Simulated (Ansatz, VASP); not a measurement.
## Cross-check of SnTe between VASP and Ansatz

Aim: how closely do two programs agree when they are given the same cell, functional and k mesh? The cell is taken from a series of runs on this material, whose earlier steps may have relaxed, scaled, displaced or heated it; both programs get it as it stands.

Main program and level: Ansatz 0.2.0; plane waves, with VASP 6.6.1 beside it; zone-centre phonons at LDA.

### Step 1. Starting point

The structure is orthorhombic, space group Immm (No. 71). Conventional cell: a = 4.365 Å, b = 4.436 Å, c = 6.236 Å, α = 90.00°, β = 90.00°, γ = 90.00°. Nearest to Sn lie 6 Te at 3.11 to 3.12 Å. Nearest to Te lie 6 Sn at 3.11 to 3.12 Å. Farther neighbours and most contacts between anions are not listed.

### Step 2. Ansatz: zone-centre phonons, LDA

Ansatz runs on its PAW soft_1 files.

Second derivatives magnify differences that forces hide, and they need a tight electronic threshold.

Input file input.yaml:

```yaml
crystal:
  lattice:
    - [-0.0251643895, 3.1118311653, 3.118041698]
    - [3.1118311653, -0.0251643895, 3.118041698]
    - [3.0866667758, 3.0866667758, 0.0]
  atoms:
    - { symbol: Sn, position: [0.0, 0.0, 0.0] }
    - { symbol: Te, position: [0.5, 0.5, 0.5] }
kpoints:
  mp_grid: { grid: [12, 12, 12] }
hamiltonian:
  xc: lda
  pseudopotentials: { kind: paw, azcp: { folder: soft_1 }, xc_functional: pbe }
scf:
  occupations: { method: gaussian, width: 0.01 }
output:
  eigenvalues: true
phonons:
  method: dfpt
```

Launch:

```console
$ ansatz run input.yaml --threads 4 --pin off --max-ram 10240MiB --backend cpu --events-out ev --progress --plain --runs-dir out
```

Numbers of over 12 decimals in the logs are rounded to 6 here.

The program printed:

```text
zone centre: on kpoints.mp_grid the ground state, and the responses unless they are solved on pairs of k-points, stand on 476 of the mesh's 1728 k-points, reduced under 4 symmetry operations, with k and −k counted as one. Each operation leaves every solved displacement unchanged or reverses it
Engine: ansatz 0.2.0, aarch64-unknown-linux-gnu
Pseudopotentials: kind: paw
Pseudopotential: Sn, paw, valence charge 14, recommended cutoff 420 eV (normal), soft_1/Sn.paw.azcp
Pseudopotential: Te, paw, valence charge 16, recommended cutoff 420 eV (normal), soft_1/Te.paw.azcp
Functional definition: SPW92
  exchange = slater_x
  correlation = pw_c
Crystal: 2 atoms, lattice volume = 60.383 Å³
Basis set: ecut = 420 eV, 1219 PW (Γ), exchange–correlation on 60×60×60 points (8 copies of the dense FFT grid, shifted against one another)
Bands: 19, of which v1, the nominal top of the filled ones, is band 15 counted from 1 (14 counted from 0)
Symmetry: 8 space group operations
k-points: 476 of 1728 (irreducible under 4 space group operations)
Non-local potential: Sn, projectors of the file, l = 0: 2, l = 1: 2, l = 2: 2, l = 3: 1
Non-local potential: Te, projectors of the file, l = 0: 2, l = 1: 2, l = 2: 2, l = 3: 1
PAW form: soft (Blöchl's): semilocal exchange-correlation on the pseudo side does not see the compensation charge
PAW frozen core: Sn, regenerated for the run's functional, and the local potential with it (the file was generated under x = pbe(κ = 0.804, μ = 0.219515), c = pbe(β = 0.066725))
PAW frozen core: Te, regenerated for the run's functional, and the local potential with it (the file was generated under x = pbe(κ = 0.804, μ = 0.219515), c = pbe(β = 0.066725))
PAW one-centre angular grid: Sn, 590 points (default); XC on 64 Gauss nodes
PAW one-centre angular grid: Te, 590 points (default); XC on 64 Gauss nodes
Initial density: superposition of atomic densities (chi_scale 0.1, normalization cell, long waves kept (reshape's long-wave potential 0.00 eV rms))
Initial wavefunctions: pseudopotential atomic-orbital guess
Functional: x = slater, c = lda
SCF iter   1: F=—  HF=-12707.423100 eV  |F-HF|=—  |Δ(HF+E_count)|=         —  Δρ=1.07e-2  dr2=7.30e-2  ethr=3.10e-3  ⟨swp⟩=7.7  Hψ=54999  notcnv=0
preconditioner: auto → none  [insulator: Δε(μ)=0.120 eV  Ē_g=8.861 eV  σ=0.010 eV  W_gap=1.00  n_scr=14 (ndim 8)  ℏωp=15.1 eV  f_vac=0.000  D(μ)=0.00/eV (n_scr^D=0)  ε∞_Penn≈3.9]
SCF iter   2: F=—  HF=-12707.411009 eV  |F-HF|=—  |Δ(HF+E_count)|=   1.21e-2  Δρ=5.08e-3  dr2=1.74e-2  ethr=2.43e-4  ⟨swp⟩=2.0  Hψ=15080  notcnv=0
SCF iter   3: F=—  HF=-12707.409311 eV  |F-HF|=—  |Δ(HF+E_count)|=   1.70e-3  Δρ=3.61e-4  dr2=5.55e-5  ethr=5.79e-5  ⟨swp⟩=2.7  Hψ=13269  notcnv=0
SCF iter   4: F=—  HF=-12707.409332 eV  |F-HF|=—  |Δ(HF+E_count)|=   2.05e-5  Δρ=1.13e-4  dr2=3.06e-6  ethr=1.85e-7  ⟨swp⟩=2.1  Hψ=17057  notcnv=0
SCF iter   5: F=—  HF=-12707.409334 eV  |F-HF|=—  |Δ(HF+E_count)|=   1.83e-6  Δρ=3.29e-5  dr2=5.75e-7  ethr=1.02e-8  ⟨swp⟩=2.0  Hψ=13801  notcnv=0
SCF iter   6: F=—  HF=-12707.409333 eV  |F-HF|=—  |Δ(HF+E_count)|=   3.62e-7  Δρ=4.19e-6  dr2=5.62e-9  ethr=1.92e-9  ⟨swp⟩=2.0  Hψ=13778  notcnv=0
SCF iter   7: F=—  HF=-12707.409333 eV  |F-HF|=—  |Δ(HF+E_count)|=   2.59e-9  Δρ=5.15e-7  dr2=1.21e-10  ethr=1.87e-11  ⟨swp⟩=3.0  Hψ=18151  notcnv=0
SCF iter   8: F=-12707.409333 eV  HF=-12707.409333 eV  |F-HF|=3.64e-12  |Δ(HF+E_count)|=  9.09e-12  Δρ=7.02e-8  dr2=2.95e-12  ethr=1.00e-12  ⟨swp⟩=7.4  Hψ=49503  notcnv=0
SCF 1 converged in 8 iterations: F = -12707.409333 eV  dr2 = 2.95e-12
  greatest PAW one-centre occupation: 0.999 electrons in one spin orbital (limit 2), on the Te atom at site 1 (counted from 0), in its partial waves of l = 2
DFPT response loops at Γ: preconditioner auto → Resta (q_TF=auto, 2.428 Å⁻¹)  ε∞=21.9 (no band partly filled); β = 1.00, the filter's whole step (`scf.mixing.beta` (0.50) is not read by the response loops at its default; to damp them type it under 1.00, their step now; it binds the ground state too); Broyden in place of MSR1
SCF converged after 8 iterations
Free energy (F): -12707.409333 eV
Harris-Foulkes:  -12707.409333 eV  (|F-HF|=3.64e-12)
Internal energy: -12707.409333 eV  (E = F + TS)
E sigma→0 (E₀):  -12707.409333 eV
Fermi energy:    9.934127 eV
--- Per-component energies (eV) ---
  E_band       = -346.817119
  E_kinetic    = 341.996641
  E_local      = -2638.167308  (includes V_loc(G=0)·N_el)
  E_nonlocal   = 221.431476
  E_hartree    = 1317.338671
  E_xc         = -247.715748
  E_vxc        = -184.470820  (∫ρ·V_xc dr)
  E_paw        = -8743.087590  (= ΣΔE_a)
  E_vpaw       = -722.284792  (= ΣTr[D̂ρ^β])
  E_aug_tail   = 0.000348  (compensation charges beyond the density's cutoff)
  E_ewald      = -2960.309356
  E_core_change = 1.103533  (= ΣΔE_core)
  E_smearing   = -0.000000  (= −TS)
  E_closure    = 0.000000  (closes the sum)
  Σ components = -12707.409333   (vs F -12707.409333, Δ=0.00e0)
--- Band table (eV; the first three rows and the last of 476) ---
  k-point 0: bands = [... 11 lower, 5.2034, 7.6144, 7.7138, 7.7724, 13.2438, 13.2720, 13.3217, 14.5879]
  k-point 1: bands = [... 11 lower, 4.8330, 7.6264, 7.7395, 8.0189, 12.9016, 12.9266, 12.9571, 14.6423]
  k-point 2: bands = [... 11 lower, 4.0286, 7.6663, 7.7687, 8.5090, 12.1809, 12.2127, 12.2258, 14.6462]
  k-point 475: bands = [... 11 lower, 3.3092, 4.1075, 5.9406, 6.1149, 11.9870, 14.9147, 14.9767, 16.4501]
--- Phonons (Γ-DFPT): 4 representative perturbations + reference, on 476 of 1728 k-points (Σ response iterations 12) ---
  k mesh reduced under 4 symmetry operations, with k and −k counted as one. Each operation leaves every solved displacement unchanged or reverses it
  ASR residual: 1.494e-4 → 0.000e0 eV/Å²; symmetrization residual: 5.638e-6 eV/Å²
  ASR residual per site (eV/Å²): 1.49e-4 1.60e-5
  Γ frequencies (cm⁻¹): 0.00 0.00 0.00 26.33 29.99 38.25
  non-analytic LO–TO correction: not included (Born effective charges unavailable; polar crystals: no LO–TO splitting at Γ)
```

Reading the cycles: dr2 is the Hartree energy of the density residual (eV), the measure of convergence; HF is the Harris–Foulkes estimate of the energy, which meets the free energy F at convergence.

### Step 3. VASP: zone-centre phonons, LDA

The same cell, functional (in two slightly different forms), mesh and smearing now go to VASP, with its own data sets.

Lines of VASP's logs that name or quote its potential files are left out, and so is its time.

Input file INCAR:

```
SYSTEM = SnTe
PREC = Accurate
ENCUT = 500
EDIFF = 1E-08
NELM = 120
ISMEAR = 0
SIGMA = 0.01
LREAL = .FALSE.
ALGO = Normal
GGA = CA
NBANDS = 16
LORBIT = 11
LWAVE = .FALSE.
LCHARG = .FALSE.
ISIF = 2
IBRION = 8
LASPH = .TRUE.
GGA_COMPAT = .FALSE.
EFERMI = MIDGAP
KPAR = 2
```

Input file POSCAR:

```
SnTe
1.0
   -0.0251643895      3.1118311653      3.1180416980
    3.1118311653     -0.0251643895      3.1180416980
    3.0866667758      3.0866667758      0.0000000000
Sn Te
1 1
Direct
    0.0000000000      0.0000000000      0.0000000000
    0.5000000000      0.5000000000      0.5000000000
```

Input file KPOINTS:

```
Automatic mesh
0
Gamma
12 12 12
0 0 0
```

Potentials, in the order of the species: Sn_d and Te (LDA family, release 64).

Launch:

```console
$ mpirun -np 2 vasp_std
```

The program printed:

```text
[banner, memory and clock lines left out]
running    2 mpi-ranks, on    1 nodes
 distrk:  each k-point on    1 cores,    2 groups
 distr:  one band on    1 cores,    1 groups

 POSCAR found type information on POSCAR SnTe
 POSCAR found :  2 types and       2 ions
 LDA part: xc-table for (Slater(with rela. corr.)+CA(PZ))
 , standard interpolation
 POSCAR, INCAR and KPOINTS ok, starting setup
 FFT: planning ... GRIDC
 FFT: planning ... GRID_SOFT
 FFT: planning ... GRID
 WAVECAR not read
 entering main loop
       N       E                     dE             d eps       ncg     rms          rms(c)
DAV:   1     0.121786324564E+03    0.12179E+03   -0.94819E+03  9072   0.141E+03
DAV:   2     0.135163147622E+01   -0.12043E+03   -0.11782E+03  9952   0.349E+02
DAV:   3    -0.860587683758E+01   -0.99575E+01   -0.99089E+01 11128   0.879E+01
DAV:   4    -0.887599148399E+01   -0.27011E+00   -0.27006E+00 11112   0.159E+01
DAV:   5    -0.888785066389E+01   -0.11859E-01   -0.11859E-01 13048   0.303E+00    0.500E+00
DAV:   6    -0.883691204434E+01    0.50939E-01   -0.10526E-01 13072   0.237E+00    0.315E+00
DAV:   7    -0.883228524623E+01    0.46268E-02   -0.39587E-02 11936   0.110E+00    0.671E-01
DAV:   8    -0.883134175204E+01    0.94349E-03   -0.65725E-03 11448   0.667E-01    0.144E-01
DAV:   9    -0.883137581203E+01   -0.34060E-04   -0.55169E-04 12744   0.218E-01    0.517E-02
DAV:  10    -0.883135604255E+01    0.19769E-04   -0.64204E-05 11856   0.727E-02    0.240E-02
DAV:  11    -0.883135607294E+01   -0.30387E-07   -0.23485E-05 11848   0.391E-02    0.161E-02
DAV:  12    -0.883135565090E+01    0.42205E-06   -0.23267E-06 11368   0.125E-02    0.939E-03
DAV:  13    -0.883135562483E+01    0.26067E-07   -0.19968E-07 11600   0.274E-03    0.309E-03
DAV:  14    -0.883135561039E+01    0.14442E-07   -0.49243E-08 11128   0.303E-03    0.120E-03
DAV:  15    -0.883135561045E+01   -0.68667E-10   -0.98745E-09  6648   0.512E-04
   1 F= -.88313556E+01 E0= -.88313556E+01  d E =-.385670E-25
 Linear response reoptimize wavefunctions to high precision
DAV:   1    -0.883135561039E+01    0.60936E-10   -0.12175E-09  7656   0.249E-04
DAV:   2    -0.883135561041E+01   -0.21373E-10   -0.18773E-10  6112   0.116E-04
 Linear response DOF=           4
 Linear response progress:
  Degree of freedom:   1/  4
       N       E                     dE             d eps       ncg     rms          rms(c)
RMM:   1    -0.217573189606E+00   -0.21757E+00    0.33962E-01 18396   0.107E+01
RMM:   2    -0.223005699035E+00   -0.54325E-02   -0.11990E-02 27008   0.881E-01    0.847E-02
RMM:   3    -0.222867190039E+00    0.13851E-03   -0.93172E-04 29827   0.244E-01    0.446E-02
RMM:   4    -0.222611939663E+00    0.25525E-03   -0.84746E-05 29740   0.736E-02    0.818E-03
RMM:   5    -0.222610452519E+00    0.14871E-05   -0.75473E-06 30786   0.225E-02    0.381E-03
RMM:   6    -0.222616641854E+00   -0.61893E-05   -0.12570E-06 30406   0.777E-03    0.134E-03
RMM:   7    -0.222616609868E+00    0.31986E-07   -0.31902E-07 31103   0.305E-03    0.779E-04
RMM:   8    -0.222614399111E+00    0.22108E-05    0.14815E-07 30310   0.133E-03    0.201E-04
RMM:   9    -0.222614144789E+00    0.25432E-06    0.36223E-07 31952   0.609E-04    0.207E-04
RMM:  10    -0.222613984399E+00    0.16039E-06    0.49256E-07 31863   0.296E-04    0.186E-04
RMM:  11    -0.222614061346E+00   -0.76947E-07    0.46168E-07 32891   0.157E-04    0.374E-04
RMM:  12    -0.222613706415E+00    0.35493E-06    0.22994E-07 29550   0.989E-05    0.108E-04
RMM:  13    -0.222613556233E+00    0.15018E-06    0.11401E-07 31367   0.599E-05    0.331E-06
RMM:  14    -0.222613520391E+00    0.35841E-07    0.51751E-08 32534   0.355E-05    0.168E-05
RMM:  15    -0.222613502025E+00    0.18367E-07    0.28041E-08 29250   0.250E-05    0.958E-06
RMM:  16    -0.222613503749E+00   -0.17247E-08    0.11582E-08 26979   0.199E-05    0.217E-06
 first order change of Fermi-energy  -0.49356E-04
 force on displaced ion       1 direction 1 :  -0.334  -0.083   0.000
 Linear response progress:
  Degree of freedom:   2/  4
       N       E                     dE             d eps       ncg     rms          rms(c)
RMM:   1    -0.217555809101E+00   -0.21756E+00    0.34112E-01 10832   0.107E+01
RMM:   2    -0.222989531396E+00   -0.54337E-02   -0.11968E-02 15800   0.879E-01    0.835E-02
RMM:   3    -0.222854885394E+00    0.13465E-03   -0.92668E-04 17405   0.243E-01    0.439E-02
RMM:   4    -0.222602827335E+00    0.25206E-03   -0.83857E-05 17427   0.731E-02    0.817E-03
RMM:   5    -0.222600871248E+00    0.19561E-05   -0.75168E-06 17955   0.223E-02    0.380E-03
RMM:   6    -0.222606686546E+00   -0.58153E-05   -0.12491E-06 17712   0.772E-03    0.135E-03
RMM:   7    -0.222606680177E+00    0.63684E-08   -0.30558E-07 18200   0.303E-03    0.776E-04
RMM:   8    -0.222604289245E+00    0.23909E-05    0.10246E-07 17632   0.133E-03    0.152E-04
RMM:   9    -0.222604212172E+00    0.77074E-07    0.33044E-07 18719   0.605E-04    0.228E-04
RMM:  10    -0.222604092865E+00    0.11931E-06    0.52702E-07 18710   0.292E-04    0.226E-04
RMM:  11    -0.222604108192E+00   -0.15326E-07    0.53313E-07 19103   0.155E-04    0.385E-04
RMM:  12    -0.222603756552E+00    0.35164E-06    0.26702E-07 16964   0.952E-05    0.950E-05
RMM:  13    -0.222603590010E+00    0.16654E-06    0.13423E-07 18327   0.586E-05    0.268E-05
RMM:  14    -0.222603542372E+00    0.47638E-07    0.56419E-08 18991   0.344E-05    0.517E-05
RMM:  15    -0.222603539786E+00    0.25856E-08    0.31558E-08 18360   0.234E-05    0.227E-05
 first order change of Fermi-energy  -0.30769E-04
 force on displaced ion       1 direction 3 :   0.000   0.000  -0.292
 Linear response progress:
  Degree of freedom:   3/  4
       N       E                     dE             d eps       ncg     rms          rms(c)
RMM:   1    -0.479172344307E-01   -0.47917E-01    0.63664E-02 33030   0.890E-01
RMM:   2    -0.483366701879E-01   -0.41944E-03   -0.20421E-03 28749   0.223E-01    0.687E-02
RMM:   3    -0.484852998636E-01   -0.14863E-03   -0.16624E-04 29085   0.642E-02    0.492E-02
RMM:   4    -0.487115860902E-01   -0.22629E-03   -0.25556E-05 28728   0.318E-02    0.573E-03
RMM:   5    -0.487180802626E-01   -0.64942E-05   -0.10664E-06 29653   0.774E-03    0.301E-03
RMM:   6    -0.487188254393E-01   -0.74518E-06   -0.95935E-08 29072   0.222E-03    0.737E-04
RMM:   7    -0.487172272249E-01    0.15982E-05   -0.28869E-09 29759   0.466E-04    0.122E-04
RMM:   8    -0.487174015616E-01   -0.17434E-06    0.17983E-08 28763   0.150E-04    0.412E-05
RMM:   9    -0.487173917874E-01    0.97743E-08    0.23694E-07 31281   0.529E-05    0.186E-05
RMM:  10    -0.487174185070E-01   -0.26720E-07    0.39214E-07 31478   0.177E-05    0.289E-06
RMM:  11    -0.487173988516E-01    0.19655E-07    0.22363E-08 29234   0.851E-06    0.967E-07
RMM:  12    -0.487173988017E-01    0.49911E-10   -0.15072E-08 22448   0.603E-06    0.429E-07
 first order change of Fermi-energy   0.38396E-03
 force on displaced ion       2 direction 1 :  -0.314  -0.086   0.000
 Linear response progress:
  Degree of freedom:   4/  4
       N       E                     dE             d eps       ncg     rms          rms(c)
RMM:   1    -0.479150919721E-01   -0.47915E-01    0.63510E-02 19223   0.886E-01
RMM:   2    -0.483378101980E-01   -0.42272E-03   -0.20384E-03 16845   0.223E-01    0.675E-02
RMM:   3    -0.484863817470E-01   -0.14857E-03   -0.16647E-04 17029   0.641E-02    0.486E-02
RMM:   4    -0.487105348394E-01   -0.22415E-03   -0.25323E-05 16841   0.315E-02    0.574E-03
RMM:   5    -0.487177822206E-01   -0.72474E-05   -0.10595E-06 17416   0.768E-03    0.299E-03
RMM:   6    -0.487183812202E-01   -0.59900E-06   -0.95893E-08 17048   0.220E-03    0.735E-04
RMM:   7    -0.487167913982E-01    0.15898E-05    0.99570E-09 17431   0.469E-04    0.121E-04
RMM:   8    -0.487169451845E-01   -0.15379E-06    0.69057E-08 16877   0.150E-04    0.407E-05
RMM:   9    -0.487169341901E-01    0.10994E-07    0.23930E-07 18237   0.523E-05    0.185E-05
RMM:  10    -0.487169629033E-01   -0.28713E-07    0.41231E-07 18354   0.177E-05    0.289E-06
RMM:  11    -0.487169429255E-01    0.19978E-07    0.34964E-08 16916   0.850E-06    0.897E-07
RMM:  12    -0.487169433981E-01   -0.47257E-09   -0.99980E-10 12902   0.601E-06    0.384E-07
 first order change of Fermi-energy   0.65451E-04
 force on displaced ion       2 direction 3 :   0.000   0.000  -0.272
 Linear response finished
```

(Continued in part 2 of 2.)

[Lines on the potential files, build, host, timing and source positions are cut from VASP's logs without a mark.]

[Logs are printed without paths, hosts, clocks, repeated set-up lines and the standing remarks that a program may print on its own settings, such as how far it seeks lower states.]

[Hosts, paths, dates, database ids (printed as entryN), source tags and the programs' standing remarks are cut or masked in the printed files.]
